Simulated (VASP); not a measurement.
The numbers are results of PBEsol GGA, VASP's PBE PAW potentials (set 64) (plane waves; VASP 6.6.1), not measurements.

A VASP calculation is set up with these files.

### INCAR
```
! general
SYSTEM =SnTe
PREC   =Accurate
ENCUT  =300
LREAL  =.FALSE.
LASPH  =.TRUE.

! electronic loop
EDIFF  =1E-6
NELM   =100
ALGO   =Normal
LMAXMIX=4

! smearing
ISMEAR =-1
SIGMA  =0.1

! functional
GGA    =PS

! ions
ISIF   =2

! output
LWAVE  =.FALSE.
LCHARG =.FALSE.
```

File KPOINTS:
```
Automatic mesh
0
Gamma
  8 8 1
```

### POSCAR
```
SnTe
1.0
  4.7547390000   0.0000000000   0.0000000000
 -2.3773700000   4.1177250000   0.0000000000
  0.0000000000   0.0000000000  14.0000000000
Sn Te
1 1
Cart
  2.3773717107   1.3725736274   7.0000000000
 -0.0000027107   2.7451513726   7.0000000000
```

POTCAR, in this order: Sn_d Te (PBE.64 set). Program: vasp_std.

Output of the run:

### OSZICAR
```
       N       E                     dE             d eps       ncg     rms          rms(c)
DAV:   1     0.928144991665E+02    0.92814E+02   -0.70334E+03   360   0.732E+02
DAV:   2     0.961237823072E+00   -0.91853E+02   -0.91340E+02   352   0.218E+02
DAV:   3    -0.655411035303E+01   -0.75153E+01   -0.74769E+01   378   0.665E+01
DAV:   4    -0.677462470322E+01   -0.22051E+00   -0.21948E+00   414   0.127E+01
DAV:   5    -0.677703013888E+01   -0.24054E-02   -0.24053E-02   394   0.121E+00    0.986E+00
DAV:   6    -0.666861327391E+01    0.10842E+00   -0.20421E-01   322   0.278E+00    0.577E+00
DAV:   7    -0.665143581715E+01    0.17177E-01   -0.99571E-02   316   0.152E+00    0.400E-01
DAV:   8    -0.665010344345E+01    0.13324E-02   -0.11977E-02   328   0.878E-01    0.307E-01
DAV:   9    -0.664968483486E+01    0.41861E-03   -0.18678E-03   324   0.247E-01    0.221E-01
DAV:  10    -0.664952628894E+01    0.15855E-03   -0.22885E-04   394   0.111E-01    0.119E-01
DAV:  11    -0.664923930024E+01    0.28699E-03   -0.47067E-04   322   0.899E-02    0.105E-01
DAV:  12    -0.664931425975E+01   -0.74960E-04   -0.69071E-06   308   0.196E-02    0.676E-02
DAV:  13    -0.664968708881E+01   -0.37283E-03   -0.95261E-05   328   0.521E-02    0.117E-01
DAV:  14    -0.664970935050E+01   -0.22262E-04   -0.62499E-06   346   0.181E-02    0.553E-02
DAV:  15    -0.664983097449E+01   -0.12162E-03   -0.24279E-05   286   0.391E-02    0.843E-02
DAV:  16    -0.664986755127E+01   -0.36577E-04   -0.45896E-06   310   0.155E-02    0.388E-02
DAV:  17    -0.664989148358E+01   -0.23932E-04   -0.25628E-06   232   0.129E-02    0.468E-03
DAV:  18    -0.664990326076E+01   -0.11777E-04   -0.80840E-07   214   0.579E-03    0.455E-03
DAV:  19    -0.664990562757E+01   -0.23668E-05   -0.87861E-08   224   0.252E-03    0.290E-03
DAV:  20    -0.664990657313E+01   -0.94556E-06   -0.49104E-08   206   0.192E-03
   1 F= -.66499066E+01 E0= -.66203080E+01  d E =-.591971E-01
```

OUTCAR:
```
------------------------ aborting loop because EDIFF is reached ----------------------------------------
  FORCE on cell =-STRESS in cart. coord.  units (eV):
  Direction    XX          YY          ZZ          XY          YZ          ZX
  --------------------------------------------------------------------------------------
  Total        4.9804823      4.9804829     -0.0844758     -0.0000006      0.0000000     -0.0000000
  in kB       29.1118580     29.1118614     -0.4937768     -0.0000035      0.0000000     -0.0000000
  external PRESSURE =      19.2433142 kB  Pullay stress =       0.0000000 kB
  volume of cell :      274.10
      direct lattice vectors                 reciprocal lattice vectors
     4.754739000  0.000000000  0.000000000     0.210316486  0.121426299  0.000000000
    -2.377370000  4.117725000  0.000000000     0.000000000  0.242852546  0.000000000
     0.000000000  0.000000000 14.000000000     0.000000000  0.000000000  0.071428571
 POSITION                                       TOTAL-FORCE (eV/Angst)
 -----------------------------------------------------------------------------------
      2.37737      1.37257      7.00000         0.000000      0.000000      0.000000
     -0.00000      2.74515      7.00000         0.000000      0.000000      0.000000
 -----------------------------------------------------------------------------------
    total drift:                               -0.000927      0.000526      0.000000
  FREE ENERGIE OF THE ION-ELECTRON SYSTEM (eV)
  ---------------------------------------------------
  free  energy   TOTEN  =        -6.6499065731 eV

  energy  without entropy=       -6.5907094797  energy(sigma->0) =       -6.62030803
```
(Selected blocks of OUTCAR.)

At this cut-off the stress carries a Pulay error, which pulls relaxed volumes low. The cell holds a wide vacuum, so values per volume refer to the whole cell.

The cell is a sheet with vacuum, built from a generated structure.
